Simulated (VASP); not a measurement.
Output of a VASP run:

OSZICAR:
```
       N       E                     dE             d eps       ncg     rms          rms(c)
DAV:   1    -0.340076797032E+01   -0.34008E+01   -0.92306E+03  2730   0.130E+03
DAV:   2    -0.621956192188E+02   -0.58795E+02   -0.57778E+02  2745   0.322E+02
DAV:   3    -0.656567950347E+02   -0.34612E+01   -0.32524E+01  3828   0.428E+01
DAV:   4    -0.657895336915E+02   -0.13274E+00   -0.13156E+00  3409   0.879E+00
DAV:   5    -0.657943048303E+02   -0.47711E-02   -0.47744E-02  4063   0.125E+00    0.295E+01
DAV:   6    -0.637579497124E+02    0.20364E+01   -0.43791E-01  2910   0.765E+00    0.160E+01
DAV:   7    -0.622641707042E+02    0.14938E+01   -0.58845E-01  4015   0.812E+00    0.153E+00
DAV:   8    -0.636095886942E+02   -0.13454E+01   -0.53209E-01  3850   0.713E+00    0.335E+00
DAV:   9    -0.636070533717E+02    0.25353E-02   -0.23615E-02  2985   0.171E+00    0.107E+00
DAV:  10    -0.634125761683E+02    0.19448E+00   -0.46076E-02  2740   0.279E+00    0.155E+00
DAV:  11    -0.634212333292E+02   -0.86572E-02   -0.84938E-04  3744   0.332E-01    0.141E+00
DAV:  12    -0.634301863178E+02   -0.89530E-02   -0.29012E-02  2740   0.213E+00    0.104E+00
DAV:  13    -0.634488932566E+02   -0.18707E-01   -0.74999E-03  2815   0.107E+00    0.525E-01
DAV:  14    -0.634456365059E+02    0.32568E-02   -0.50578E-04  2985   0.236E-01    0.693E-01
DAV:  15    -0.634526033414E+02   -0.69668E-02   -0.27955E-03  2765   0.575E-01    0.253E-01
DAV:  16    -0.634542855417E+02   -0.16822E-02   -0.10650E-03  3080   0.402E-01    0.854E-02
DAV:  17    -0.634541874264E+02    0.98115E-04   -0.57904E-04  3110   0.231E-01    0.344E-02
DAV:  18    -0.634542226531E+02   -0.35227E-04   -0.55954E-05  3100   0.668E-02    0.293E-02
DAV:  19    -0.634542373375E+02   -0.14684E-04   -0.16769E-05  3268   0.432E-02    0.347E-02
DAV:  20    -0.634542407522E+02   -0.34146E-05   -0.17246E-06  3123   0.142E-02    0.299E-02
DAV:  21    -0.634542275753E+02    0.13177E-04   -0.97671E-06  2790   0.417E-02    0.148E-02
DAV:  22    -0.634542434425E+02   -0.15867E-04   -0.51931E-06  2835   0.241E-02    0.654E-03
DAV:  23    -0.634542354498E+02    0.79927E-05   -0.15766E-06  2850   0.172E-02    0.450E-03
DAV:  24    -0.634542401735E+02   -0.47237E-05   -0.65357E-07  2870   0.103E-02    0.148E-03
DAV:  25    -0.634542365153E+02    0.36582E-05   -0.16740E-07  2010   0.540E-03    0.213E-03
DAV:  26    -0.634542362748E+02    0.24058E-06   -0.12068E-08  1485   0.158E-03    0.125E-03
DAV:  27    -0.634542367366E+02   -0.46184E-06   -0.56706E-09  1475   0.921E-04    0.121E-03
DAV:  28    -0.634542365764E+02    0.16016E-06   -0.21183E-09  1475   0.639E-04    0.900E-04
DAV:  29    -0.634542366638E+02   -0.87350E-07   -0.14755E-09  1480   0.445E-04
   1 F= -.63454237E+02 E0= -.63454237E+02  d E =0.000000E+00
       N       E                     dE             ncg
```

OUTCAR:
```
------------------------ aborting loop because EDIFF is reached ----------------------------------------
  FORCE on cell =-STRESS in cart. coord.  units (eV):
  Direction    XX          YY          ZZ          XY          YZ          ZX
  --------------------------------------------------------------------------------------
  Total        0.0306578      0.0306578      0.1733706      0.0000000      0.0000000      0.0000000
  in kB        0.7792986      0.7792985      4.4069536      0.0000000      0.0000000      0.0000000
  external PRESSURE =       1.9885169 kB  Pullay stress =       0.0000000 kB
  volume of cell :       63.03
      direct lattice vectors                 reciprocal lattice vectors
     1.811859043 -3.138231714  0.000000000     0.275959657 -0.159325393  0.000000000
     1.811859043  3.138231714  0.000000000     0.275959657  0.159325393  0.000000000
     0.000000000  0.000000000  5.542532506     0.000000000  0.000000000  0.180422938
 POSITION                                       TOTAL-FORCE (eV/Angst)
 -----------------------------------------------------------------------------------
      1.81186      1.04608      1.38563        -0.000000      0.000000      0.000000
      1.81186     -1.04608      4.15690         0.000000     -0.000000      0.000000
 -----------------------------------------------------------------------------------
    total drift:                                0.000004      0.000104     -0.000010
  FREE ENERGIE OF THE ION-ELECTRON SYSTEM (eV)
  ---------------------------------------------------
  free  energy   TOTEN  =       -63.4542366638 eV

  energy  without entropy=      -63.4542366638  energy(sigma->0) =      -63.45423666

 total charge

# of ion       s       p       d       tot
------------------------------------------
    1        0.467   6.427   1.120   8.014
    2        0.467   6.427   1.120   8.014
--------------------------------------------------
tot          0.934  12.853   2.240  16.028
```
(Selected blocks of OUTCAR.)

POSCAR:
```
Dy
1
    1.8118590431    -3.1382317136    -0.0000000000
    1.8118590431     3.1382317136     0.0000000000
    0.0000000000     0.0000000000     5.5425325057
Dy
2
Direct
  0.3333330000   0.6666670000   0.2500000000
  0.6666670000   0.3333330000   0.7500000000
```

Q: Write an INCAR and KPOINTS that could have produced this output.

A: Several could match; the one computed here: the input of the run itself, r2SCAN+rVV10, plane waves, VASP's PBE PAW potentials (set 64).

**KPOINTS**
```
Automatic mesh
0
Gamma
13 13 8
0 0 0
```

**KPOINTS_OPT**
```
k-points along high-symmetry lines
6
Line-mode
Reciprocal
  0.000000   0.000000   0.000000 ! GAMMA
  0.000000   0.500000   0.000000 ! M

  0.000000   0.500000   0.000000 ! M
 -0.333333   0.666667   0.000000 ! K

 -0.333333   0.666667   0.000000 ! K
  0.000000   0.000000   0.000000 ! GAMMA

  0.000000   0.000000   0.000000 ! GAMMA
  0.000000   0.000000   0.500000 ! A

  0.000000   0.000000   0.500000 ! A
  0.000000   0.500000   0.500000 ! L

  0.000000   0.500000   0.500000 ! L
 -0.333333   0.666667   0.500000 ! H

 -0.333333   0.666667   0.500000 ! H
  0.000000   0.000000   0.500000 ! A

  0.000000   0.500000   0.500000 ! L
  0.000000   0.500000   0.000000 ! M

 -0.333333   0.666667   0.500000 ! H
 -0.333333   0.666667   0.000000 ! K
```

INCAR:
```
# general
SYSTEM  =Dy
PREC    =Accurate
ENCUT   =520
LREAL   =.FALSE.
LASPH   =.TRUE.

# electronic loop
EDIFF   =1E-7
NELM    =100
ALGO    =Normal
LMAXMIX =6
LMIXTAU =.TRUE.

# smearing
ISMEAR  =-5

# functional
METAGGA =R2SCAN
LUSE_VDW=.TRUE.
BPARAM  =11.95
CPARAM  =0.0093

# ions
ISIF    =2

# output
LWAVE   =.FALSE.
LCHARG  =.FALSE.
LORBIT  =11
NEDOS   =601
```

POTCAR, in this order: Dy_3 (PBE.64 set). Program: vasp_std.

The 4f electrons are frozen in the core of the lanthanide potential, so 4f levels, which can set the real gap, and their magnetism are missing. For a metal the tetrahedron method with Blöchl corrections gives inexact stress and forces.

The compound is Dy in the hcp structure. It was relaxed first.
